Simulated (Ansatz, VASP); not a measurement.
# Two plane-wave programs on Li2P

The input INCAR:

```
  ALGO = Normal
  EDIFF = 1E-7
  EDIFFG = -0.01
  ENCUT = 600
  GGA = PE
  IBRION = 2
  ISIF = 3
  ISMEAR = 0
  LASPH = T
  LCHARG = F
  LREAL = F
  LWAVE = F
  NELM = 100
  NSW = 100
  PREC = Accurate
  SIGMA = 0.1
```

KPOINTS

```
k-points
0
Gamma
  12 12 6
```

Contents of POSCAR:

```
Li2P
1.0
    4.3073171614      0.0000000000      0.0000000000
   -2.1536585807      3.7302460839      0.0000000000
    0.0000000000      0.0000000000      6.9173052800
Li P
4 2
Direct
    0.0000000000      0.0000000000      0.0000000000
    0.3333333333      0.6666666667      0.2194820382
    0.6666666667      0.3333333333      0.5000000000
    0.3333333333      0.6666666667      0.7805179618
    0.6666666667      0.3333333333      0.1640221953
    0.6666666667      0.3333333333      0.8359778047
```

Input for Ansatz:

```yaml
crystal:
  lattice:
    - [4.3073171614, 0.0, 0.0]
    - [-2.1536585807, 3.7302460839, 0.0]
    - [0.0, 0.0, 6.91730528]
  atoms:
    - { symbol: Li, position: [0.0, 0.0, 0.0] }
    - { symbol: Li, position: [0.3333333333, 0.6666666667, 0.2194820382] }
    - { symbol: Li, position: [0.6666666667, 0.3333333333, 0.5] }
    - { symbol: Li, position: [0.3333333333, 0.6666666667, 0.7805179618] }
    - { symbol: P, position: [0.6666666667, 0.3333333333, 0.1640221953] }
    - { symbol: P, position: [0.6666666667, 0.3333333333, 0.8359778047] }
basis:
  ecutwfc: 420
kpoints:
  mp_grid: { grid: [12, 12, 6] }
hamiltonian:
  xc: pbe
scf:
  occupations: { method: gaussian, width: 0.1 }
output:
  forces: true
  stress: true
  eigenvalues: true
  write_density: true
  write_potential: true
  elf: true
  volumetric_format: npy
relax:
  adjacent_minimum: "off"
  f_tol: 0.01
  max_steps: 80
  cell: { stress_tol: 0.05 }
```

Alike in both runs: task relaxation of cell and atoms; functional PBE; k mesh 12 × 12 × 6; occupations gaussian, width 0.1 eV; no spin polarisation.

```csv
,VASP,Ansatz
version,VASP 6.6.1,Ansatz 0.2.0
potentials or method,"VASP PAW PBE potentials, release 64 (Li_sv, P)","scalar-relativistic, plane waves, PAW"
plane-wave cutoff (eV),600,420
valence electrons in the cell,22,22
```

|  | VASP | Ansatz | Ansatz less VASP |
| --- | --- | --- | --- |
| gap on the k mesh at the Fermi level, each at its own relaxed structure (eV) | none | none | - |
| relaxed volume (Å³/atom) | 18.44 | 18.49 | +0.045 |
| relaxed cell length with the largest relative difference (Å) | 6.890 | 6.900 | +0.0096 |

A gap of «none» marks a metal or a gap that the smearing closes.

Caveats: the cutoff is under 1.25 times the usual one of these potentials, so pressure, stress and relaxed cells hold a basis-set (Pulay) error (VASP).
